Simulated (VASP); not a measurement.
Level of theory: RPBE GGA, VASP's PBE PAW potentials (set 64) (plane waves; VASP).

A VASP calculation is set up with these files.

### INCAR
```
SYSTEM = KMgF3
PREC = Accurate; ENCUT = 520; LREAL = .FALSE.
LASPH = .TRUE.
EDIFF = 1E-6; NELM = 100; ALGO = Normal
ISMEAR = 0; SIGMA = 0.05
GGA = RP
IBRION = 2; NSW = 60; ISIF = 3
EDIFFG = -0.02
LWAVE = .FALSE.; LCHARG = .FALSE.
```

**POSCAR**
```
KMgF3
1
    4.1194708271    -0.0000000000    -0.0000000000
    0.0000000000     4.1194708271    -0.0000000000
   -0.0000000000     0.0000000000     4.1194708271
K Mg F
1 1 3
Direct
  0.0000000000   0.0000000000   0.0000000000
  0.5000000000   0.5000000000   0.5000000000
  0.5000000000   0.0000000000   0.5000000000
  0.0000000000   0.5000000000   0.5000000000
  0.5000000000   0.5000000000   0.0000000000
```

KPOINTS:
```
kpoints
0
Gamma
 5 5 5
```

POTCAR, in this order: K_sv Mg F (PBE.64 set). Program: vasp_std.

What VASP printed:

File OUTCAR:
```
 ion  position               nearest neighbor table
   1  0.000  0.000  0.000-   2 3.57   2 3.57   2 3.57   2 3.57   2 3.57   2 3.57   2 3.57   2 3.57
  LATTYP: Found a simple cubic cell.
 ALAT       =     4.1194708271
 Subroutine PRICEL returns:
 Original cell was already a primitive cell.
 Subroutine GETGRP returns: Found 48 space group operations
The static configuration has the point symmetry O_h .
The dynamic configuration has the point symmetry O_h .
 Subroutine INISYM returns: Found 48 space group operations
 Subroutine IBZKPT returns following result:
 Found     10 irreducible k-points:

 Following reciprocal coordinates:
            Coordinates               Weight
  0.000000  0.000000  0.000000      1.000000
  0.200000  0.000000  0.000000      6.000000
  0.400000  0.000000  0.000000      6.000000
  0.200000  0.200000  0.000000     12.000000
  0.400000  0.200000  0.000000     24.000000
  0.400000  0.400000  0.000000     12.000000
  0.200000  0.200000  0.200000      8.000000
  0.400000  0.200000  0.200000     24.000000
  0.400000  0.400000  0.200000     24.000000
  0.400000  0.400000  0.400000      8.000000
   k-points           NKPTS =     10   k-points in BZ     NKDIM =     10   number of bands    NBANDS=     20
   number of dos      NEDOS =    301   number of ions     NIONS =      5
   total plane-waves  NPLWV =  32768
   dimension x,y,z NGX =    32 NGY =   32 NGZ =   32
   dimension x,y,z NGXF=    64 NGYF=   64 NGZF=   64
   ions per type =               1   1   3
   PREC   = accura    normal or accurate (medium, high low for compatibility)
   ISTART =      0    job   : 0-new  1-cont  2-samecut
   ICHARG =      2    charge: 1-file 2-atom 10-const
   ISPIN  =      1    spin polarized calculation?
   LNONCOLLINEAR =      F non collinear calculations
   LSORBIT =      F    spin-orbit coupling
   INIWAV =      1    electr: 0-lowe 1-rand  2-diag
   ENCUT  =  520.0 eV  38.22 Ry    6.18 a.u.   7.66  7.66  7.66*2*pi/ulx,y,z
   NELM   =    100;   NELMIN=  2; NELMDL= -5     # of ELM steps
...
```

### OSZICAR
```
       N       E                     dE             d eps       ncg     rms          rms(c)
DAV:   1     0.249213587101E+03    0.24921E+03   -0.17466E+04   400   0.154E+03
DAV:   2    -0.140553138364E+02   -0.26327E+03   -0.25657E+03   560   0.383E+02
DAV:   3    -0.251120014754E+02   -0.11057E+02   -0.11030E+02   472   0.774E+01
DAV:   4    -0.254895819818E+02   -0.37758E+00   -0.37704E+00   704   0.117E+01
DAV:   5    -0.254910249228E+02   -0.14429E-02   -0.14426E-02   464   0.674E-01    0.916E+00
DAV:   6    -0.231845098823E+02    0.23065E+01   -0.10098E+01   448   0.225E+01    0.339E+00
DAV:   7    -0.232044882666E+02   -0.19978E-01   -0.23640E-01   516   0.338E+00    0.217E+00
DAV:   8    -0.232353697670E+02   -0.30882E-01   -0.10675E-01   464   0.346E+00    0.290E-01
DAV:   9    -0.232367274274E+02   -0.13577E-02   -0.12515E-02   484   0.857E-01    0.136E-01
DAV:  10    -0.232377504094E+02   -0.10230E-02   -0.17594E-03   528   0.371E-01    0.482E-02
DAV:  11    -0.232377748740E+02   -0.24465E-04   -0.80521E-05   480   0.773E-02    0.259E-02
DAV:  12    -0.232377649420E+02    0.99320E-05   -0.74956E-05   464   0.618E-02    0.365E-03
DAV:  13    -0.232377657176E+02   -0.77563E-06   -0.32743E-06   444   0.147E-02
   1 F= -.23237766E+02 E0= -.23237766E+02  d E =-.232378E+02
       N       E                     dE             d eps       ncg     rms          rms(c)
DAV:   1    -0.232436438444E+02   -0.58789E-02   -0.11010E-01   420   0.311E+00    0.584E-01
DAV:   2    -0.232384257077E+02    0.52181E-02   -0.24534E-02   448   0.123E+00    0.108E-01
DAV:   3    -0.232381710609E+02    0.25465E-03   -0.46596E-04   552   0.188E-01    0.576E-02
DAV:   4    -0.232381152782E+02    0.55783E-04   -0.24331E-04   676   0.936E-02    0.411E-02
DAV:   5    -0.232381157387E+02   -0.46049E-06   -0.19617E-05   544   0.346E-02    0.775E-03
DAV:   6    -0.232381137528E+02    0.19859E-05   -0.84318E-06   580   0.217E-02    0.263E-03
DAV:   7    -0.232381127479E+02    0.10048E-05   -0.69976E-07   364   0.423E-03    0.486E-04
DAV:   8    -0.232381126224E+02    0.12553E-06   -0.53159E-08   268   0.164E-03
   2 F= -.23238113E+02 E0= -.23238113E+02  d E =-.346905E-03
```

File OUTCAR:
```
------------------------ aborting loop because EDIFF is reached ----------------------------------------
  FORCE on cell =-STRESS in cart. coord.  units (eV):
  Direction    XX          YY          ZZ          XY          YZ          ZX
  --------------------------------------------------------------------------------------
  Total        0.0288907      0.0288907      0.0288907      0.0000000      0.0000000      0.0000000
  in kB        0.6593776      0.6593776      0.6593776      0.0000000      0.0000000      0.0000000
  external PRESSURE =       0.6593776 kB  Pullay stress =       0.0000000 kB
  volume of cell :       70.20
      direct lattice vectors                 reciprocal lattice vectors
     4.125199021 -0.000000000 -0.000000000     0.242412547  0.000000000  0.000000000
     0.000000000  4.125199021 -0.000000000     0.000000000  0.242412547 -0.000000000
    -0.000000000  0.000000000  4.125199021     0.000000000  0.000000000  0.242412547
 POSITION                                       TOTAL-FORCE (eV/Angst)
 -----------------------------------------------------------------------------------
      0.00000      0.00000      0.00000         0.000000     -0.000000      0.000000
      2.06260      2.06260      2.06260         0.000000     -0.000000      0.000000
      2.06260     -0.00000      2.06260        -0.000000      0.000000      0.000000
     -0.00000      2.06260      2.06260        -0.000000      0.000000      0.000000
      2.06260      2.06260     -0.00000         0.000000     -0.000000      0.000000
 -----------------------------------------------------------------------------------
    total drift:                                0.000000     -0.000000     -0.000000
  FREE ENERGIE OF THE ION-ELECTRON SYSTEM (eV)
  ---------------------------------------------------
  free  energy   TOTEN  =       -23.2381126224 eV

  energy  without entropy=      -23.2381126224  energy(sigma->0) =      -23.23811262

 reached required accuracy - stopping structural energy minimisation
```
(Selected blocks of OUTCAR.)

**CONTCAR**
```
KMgF3
   1.00000000000000
     4.1251990213703982   -0.0000000000000000   -0.0000000000000000
     0.0000000000000000    4.1251990213703982   -0.0000000000000000
    -0.0000000000000000    0.0000000000000000    4.1251990213703982
  K               Mg              F
     1     1     3
Direct
     0.0000000000000000    0.0000000000000000    0.0000000000000000
     0.5000000000000000    0.5000000000000000    0.5000000000000000
     0.5000000000000000    0.0000000000000000    0.5000000000000000
     0.0000000000000000    0.5000000000000000    0.5000000000000000
     0.5000000000000000    0.5000000000000000    0.0000000000000000
```

The compound is KMgF3 in the cubic perovskite structure. This run relaxes it. Symmetry was kept, so distortions that lower it aren't found. The start is the result of an earlier pass.
